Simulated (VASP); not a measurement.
# BFH2 in VASP: further runs

Aim: see how the results for BFH2 move with the level of theory and the settings. Levels: BLYP+D3(BJ), RPBE+D3(BJ). Tasks: relaxation of the atoms, single point.

Program: VASP 6.6.1. These are calculated values, not measurements. Logs are shortened: lines on timing, memory, paths and dates and some standing lists are left out, and cuts for length are marked.

**1. Starting point**

The cell holds a molecule in a box, 4 atoms: a = 12.000 Å, b = 11.000 Å, c = 11.000 Å, α = 90.00°, β = 90.00°, γ = 90.00°.

**2. Relaxation of the atoms, BLYP+D3(BJ)**

INCAR

```
PREC = Accurate
ENCUT = 900
EDIFF = 1E-6
ISMEAR = 0
SIGMA = 0.01
LREAL = False
LASPH = True
NELM = 100
ALGO = Normal
ISIF = 2
LWAVE = False
LCHARG = False
GGA = B5
ALDAX = 1.0
AGGAX = 1.0
AGGAC = 1.0
ALDAC = 0.0
IVDW = 12
VDW_S6 = 1.0
VDW_S8 = 2.6996
VDW_A1 = 0.4298
VDW_A2 = 4.2359
IBRION = 2
NSW = 60
EDIFFG = -0.02
```

KPOINTS

```
regular mesh
0
Gamma
  1 1 1
```

POSCAR

```
BH2F
1.0
   12.0000000000      0.0000000000      0.0000000000
    0.0000000000     11.0000000000      0.0000000000
    0.0000000000      0.0000000000     11.0000000000
B F H
1 1 2
Cartesian
    5.9613500400      5.3967500400      5.5910499700
    7.0498500000      5.1040500500      6.2717499900
    4.9761500400      4.7516499800      5.8080500500
    6.0228500400      6.2903500000      4.7962500300
```

Potentials or basis: VASP PAW PBE potentials, release 64 (B_h, F_h, H_h).

Launch:

```console
$ cat potpaw_PBE.64/B_h/POTCAR potpaw_PBE.64/F_h/POTCAR potpaw_PBE.64/H_h/POTCAR > POTCAR
$ mpirun -np 1 vasp_gam > vasp.out
```

OUTCAR:

```text
PREC = Accurate
   ENCUT = 900
   EDIFF = 1E-6
   ISMEAR = 0
   LREAL = False
   LASPH = True
   NELM = 100
   ISIF = 2
   GGA = B5
   IVDW = 12
   IBRION = 2
   NSW = 60
   EDIFFG = -0.02
 IVDW          = 12

 ion  position               nearest neighbor table
   1  0.497  0.491  0.508-   2 1.32
   2  0.587  0.464  0.570-   1 1.32
   3  0.415  0.432  0.528-
   4  0.502  0.572  0.436-

  LATTYP: Found a simple tetragonal cell.
 ALAT       =    11.0000000000
 C/A-ratio  =     1.0909090909

  Lattice vectors:

 A1 = (   0.0000000000,  11.0000000000,   0.0000000000)
 A2 = (   0.0000000000,   0.0000000000,  11.0000000000)
 A3 = (  12.0000000000,   0.0000000000,   0.0000000000)

Analysis of symmetry for initial positions (statically):
=====================================================================
 Subroutine PRICEL returns:
 Original cell was already a primitive cell.

 Routine SETGRP: Setting up the symmetry group for a
 simple tetragonal supercell.

 Subroutine GETGRP returns: Found  1 space group operations
 (whereof  1 operations were pure point group operations)
 out of a pool of 16 trial point group operations.

The static configuration has the point symmetry C_1 .

Analysis of symmetry for dynamics (positions and initial velocities):
=====================================================================
 Subroutine PRICEL returns:
 Original cell was already a primitive cell.

 Routine SETGRP: Setting up the symmetry group for a
 simple tetragonal supercell.

 Subroutine GETGRP returns: Found  1 space group operations
 (whereof  1 operations were pure point group operations)
 out of a pool of 16 trial point group operations.

The dynamic configuration has the point symmetry C_1 .

 Subroutine INISYM returns: Found  1 space group operations
 (whereof  1 operations are pure point group operations),
 and found     1 'primitive' translations

----------------------------------------------------------------------------------------

                                     Primitive cell

  volume of cell :    1452.0000

  direct lattice vectors                    reciprocal lattice vectors
    12.000000000  0.000000000  0.000000000     0.083333333  0.000000000  0.000000000
     0.000000000 11.000000000  0.000000000     0.000000000  0.090909091  0.000000000
     0.000000000  0.000000000 11.000000000     0.000000000  0.000000000  0.090909091

  length of vectors
    12.000000000 11.000000000 11.000000000     0.083333333  0.090909091  0.090909091

  position of ions in fractional coordinates (direct lattice)
     0.496779170  0.490613640  0.508277270
     0.587487500  0.464004550  0.570159090
     0.414679170  0.431968180  0.528004550
     0.501904170  0.571850000  0.436022730

  ion indices of the primitive-cell ions
   primitive index   ion index
                 1           1
                 2           2
                 3           3
                 4           4

----------------------------------------------------------------------------------------

 KPOINTS: regular mesh

Automatic generation of k-mesh.
 Grid dimensions read from file:
 generate k-points for:    1    1    1

 Generating k-lattice:

  Cartesian coordinates                     Fractional coordinates (reciprocal lattice)
     0.083333333  0.000000000  0.000000000     1.000000000  0.000000000  0.000000000
     0.000000000  0.090909091  0.000000000     0.000000000  1.000000000  0.000000000
     0.000000000  0.000000000  0.090909091     0.000000000  0.000000000  1.000000000

  Length of vectors
     0.083333333  0.090909091  0.090909091

  Shift w.r.t. Gamma in fractional coordinates (k-lattice)
     0.000000000  0.000000000  0.000000000

 Subroutine IBZKPT returns following result:
 ===========================================

 Found      1 irreducible k-points:

 Following reciprocal coordinates:
            Coordinates               Weight
  0.000000  0.000000  0.000000      1.000000
   k-points           NKPTS =      1   k-points in BZ     NKDIM =      1   number of bands    NBANDS=     10
   number of dos      NEDOS =    301   number of ions     NIONS =      4
   total plane-waves  NPLWV = ******
   dimension x,y,z NGX =   120 NGY =  108 NGZ =  108
   dimension x,y,z NGXF=   240 NGYF=  216 NGZF=  216
   ions per type =               1   1   2
   NGX,Y,Z   is equivalent  to a cutoff of  16.62, 16.32, 16.32 a.u.
   NGXF,Y,Z  is equivalent  to a cutoff of  33.25, 32.64, 32.64 a.u.
 SYSTEM =  unknown system
   PREC   = accura    normal or accurate (medium, high low for compatibility)
   ISTART =      0    job   : 0-new  1-cont  2-samecut
   ICHARG =      2    charge: 1-file 2-atom 10-const
   ISPIN  =      1    spin polarized calculation?
   LNONCOLLINEAR =      F non collinear calculations
   LSORBIT =      F    spin-orbit coupling
   LASPH  =      T    aspherical Exc in radial PAW
   ENCUT  =  900.0 eV  66.15 Ry    8.13 a.u.  29.35 26.91 26.91*2*pi/ulx,y,z
   NELM   =    100;   NELMIN=  2; NELMDL= -5     # of ELM steps
   EDIFF  = 0.1E-05   stopping-criterion for ELM
   LREAL  =      F    real-space projection
   EDIFFG = -.2E-01   stopping-criterion for IOM
   NSW    =     60    number of steps for IOM
   IBRION =      2    ionic relax: 0-MD 1-quasi-New 2-CG
   NFREE  =      1    steps in history (QN), initial steepest desc. (CG)
   ISIF   =      2    stress and relaxation
   ISYM   =      2    0-nonsym 1-usesym 2-fastsym
   POTIM  = 0.5000    time-step for ionic-motion
   TEBEG  =    0.0;   TEEND  =   0.0 temperature during run
   PSTRESS=    0.0 pullay stress
   NELECT =      12.0000    total number of electrons
   NUPDOWN=      -1.0000    fix difference up-down
   EMIN   =  10.00;   EMAX   =-10.00  energy-range for DOS
   EFERMI =   0.00;   METHOD = LEGACY
   ISMEAR =     0;   SIGMA  =   0.01  broadening in eV -4-tet -1-fermi 0-gaus
   EFERMI_NEDOS =   21; number of points for ismear=-14 and -15
   IALGO  =     38    algorithm
   IMIX   =      4    mixing-type and parameters
     AMIX     =   0.40;   BMIX     =  1.00
     AMIX_MAG =   1.60;   BMIX_MAG =  1.00
  volume/ion in A,a.u.               =     363.00      2449.64
  Fermi-wavevector in a.u.,A,eV,Ry     =   0.330989  0.625478  1.490565  0.109553
  Thomas-Fermi vector in A             =   1.226762
   LORBIT       =      0    0 simple, 1 ext, 2 COOP (PROOUT), +10 PAW based schemes
   GGA     = B5    functional components
   LHFCALC =     F    Hartree Fock is set to
   AEXX    =    0.0000 exact exchange contribution
   IVDW    =    12    specifies the selected vdW correction
   LEPSILON=     F    determine dielectric tensor
   LRPA    =     F    only Hartree local field effects (RPA)
 conjugate gradient relaxation of ions
 non-spin polarized calculation
 Gauss-broadening in eV      SIGMA  =   0.01
  energy-cutoff  :      900.00
  volume of cell :     1452.00
 maximum number of plane-waves:     44432
 NGX is ok and might be reduce to   120
   NGX = 59   NGY = 53   NGZ = 53

--------------------------------------- Ionic step        1  -------------------------------------------

 number of electron      12.0000003 magnetization

 Free energy of the ion-electron system (eV)
  ---------------------------------------------------
  ext. energy  EPLUGINS =         0.00000000
  ---------------------------------------------------
  free energy    TOTEN  =       -18.28969846 eV

  energy without entropy =      -18.28969846  energy(sigma->0) =      -18.28969846

------------------------ aborting loop because EDIFF is reached ----------------------------------------

 Edisp (eV)   -0.05297

 E8    (eV) :    -0.0312

  FORCE on cell =-STRESS in cart. coord.  units (eV):
  Direction    XX          YY          ZZ          XY          YZ          ZX
  --------------------------------------------------------------------------------------
  -------------------------------------------------------------------------------------
  Total       0.41416    -0.13053     0.05659    -0.15947    -0.09486     0.36573
  in kB       0.45700    -0.14403     0.06245    -0.17597    -0.10467     0.40356
  external pressure =        0.13 kB  Pullay stress =        0.00 kB
[... 149 lines left out ...]
  energy  without entropy=      -18.3472439169  energy(sigma->0) =      -18.34724392

--------------------------------------- Ionic step        5  -------------------------------------------

 number of electron      12.0000002 magnetization

 Free energy of the ion-electron system (eV)
  ---------------------------------------------------
  ext. energy  EPLUGINS =         0.00000000
  ---------------------------------------------------
  free energy    TOTEN  =       -18.29446284 eV

  energy without entropy =      -18.29446284  energy(sigma->0) =      -18.29446284

 E-fermi :  -7.5554     XC(G=0):  -0.4626

 val. band max:       -7.6638643912   @ k =   0.0000   0.0000   0.0000
 cond. band min:      -2.1020240215   @ k =   0.0000   0.0000   0.0000
 fundamental gap:      5.5618403696
 Fermi energy:        -7.5554064534

 k-point     1 :       0.0000    0.0000    0.0000
  band No.  band energies     occupation
      1     -30.2527      2.00000
      2     -13.5426      2.00000
      3     -11.2619      2.00000
      4     -10.9517      2.00000
      5     -10.7535      2.00000
      6      -7.6639      2.00000
      7      -2.1020      0.00000
      8      -0.1665      0.00000
      9       0.4912      0.00000
     10       0.9142      0.00000
[... 33 lines left out ...]
  FREE ENERGIE OF THE ION-ELECTRON SYSTEM (eV)
  ---------------------------------------------------
  free  energy   TOTEN  =       -18.3473950840 eV

  energy  without entropy=      -18.3473950840  energy(sigma->0) =      -18.34739508

 reached required accuracy - stopping structural energy minimisation
```

Run time: 15 min. Hardware: 1 thread of Intel Xeon 6975P-C (Granite Rapids), shared host; peak memory 1.9 GiB.

Results:

| Quantity | Value |
| --- | --- |
| Free energy | -18.3474 eV |
| Energy gained by relaxing | 1.2 meV/atom |
| Ionic steps | 5 |
| Largest force after relaxing | 0.013 eV/Å |
| Gap between the frontier levels | 5.56 eV |
| Dispersion energy per atom | -0.013 eV |

Forces in eV/Å, atoms in the order of the input:
```
B   -0.010  0.002 -0.005
F    0.010 -0.004  0.005
H    0.006  0.010 -0.006
H   -0.006 -0.008  0.006
```

The path:
| step | energy change (eV) | largest force (eV/Å) | pressure (GPa) |
| --- | --- | --- | --- |
| 1 | 0.0000 | 0.6308 | 0.01 |
| 2 | 0.0336 | 1.7368 | -0.07 |
| 3 | -0.0046 | 0.0543 | -0.01 |
| 4 | -0.0046 | 0.0533 | -0.01 |
| 5 | -0.0047 | 0.0128 | -0.02 |

Final structure:
```cif
data_structure
_symmetry_space_group_name_H-M 'P 1'
_symmetry_Int_Tables_number 1
_cell_length_a 12.0000
_cell_length_b 11.0000
_cell_length_c 11.0000
_cell_angle_alpha 90.000
_cell_angle_beta 90.000
_cell_angle_gamma 90.000
_cell_volume 1452.00
loop_
_atom_site_label
_atom_site_type_symbol
_atom_site_fract_x
_atom_site_fract_y
_atom_site_fract_z
_atom_site_occupancy
B1 B 0.49637 0.49074 0.50799 1
F1 F 0.58811 0.46381 0.57059 1
H1 H 0.41451 0.43190 0.52800 1
H2 H 0.50186 0.57199 0.43589 1
```

Caveat: the cutoff is under 1.25 times the usual one of these potentials, so pressure, stress and relaxed cells hold a basis-set (Pulay) error; the PAW data sets were made with another functional, which shifts forces and pressure a little. BLYP gaps usually lie below the measured ones, often by a third to a half.

**3. Single point, RPBE+D3(BJ)**

INCAR

```
SYSTEM = BH2F
ALGO = Normal ; EDIFF = 1E-6
ENCUT = 520 ; GGA = RP
ISIF = 2 ; ISMEAR = 0
IVDW = 12 ; LASPH = .True.
LCHARG = .True. ; LELF = .True.
LREAL = .False. ; LVACPOTAV = .True.
LVHAR = .True. ; LWAVE = .False.
NBANDS = 14 ; NELM = 60
PREC = Accurate ; SIGMA = 0.01
```

KPOINTS

```
k-points
0
Gamma
  1 1 1
  0 0 0
```

POSCAR

```
BH2F
1.0
   12.0000000000      0.0000000000      0.0000000000
    0.0000000000     11.0000000000      0.0000000000
    0.0000000000      0.0000000000     11.0000000000
B F H
1 1 2
Direct
    0.4967791700      0.4906136400      0.5082772700
    0.5874875000      0.4640045500      0.5701590900
    0.4146791700      0.4319681800      0.5280045500
    0.5019041700      0.5718500000      0.4360227300
```

Potentials or basis: VASP PAW PBE potentials, release 64 (B, F, H).

Launch:

```console
$ cat potpaw_PBE.64/B/POTCAR potpaw_PBE.64/F/POTCAR potpaw_PBE.64/H/POTCAR > POTCAR
$ mpirun -np 1 vasp_gam > vasp.out
```

Wall time 78 s (1 thread of Intel Xeon 6975P-C (Granite Rapids), shared host); peak memory 1.1 GiB.

The run converged. Its results:

```yaml
Free_energy: -18.3621 eV
Largest_force: 1.031 eV/Å
Gap_between_the_frontier_levels: 5.56 eV
Dispersion_energy_per_atom: -0.038 eV
```

Forces in eV/Å, atoms in the order of the input:
```
B   -0.705  0.191 -0.443
F    0.852 -0.230  0.533
H   -0.152 -0.096  0.031
H    0.006  0.135 -0.121
```

Levels at points of the mesh, in eV from the valence-band top:
```csv
k point,band 3,band 4,band 5,band 6,band 7,band 8,band 9,band 10
"(0.00, 0.00, 0.00)",-3.75,-3.45,-3.19,0.00,5.56,7.34,8.01,8.40
```

Caveat: the PAW data sets were made with another functional, which shifts forces and pressure a little.
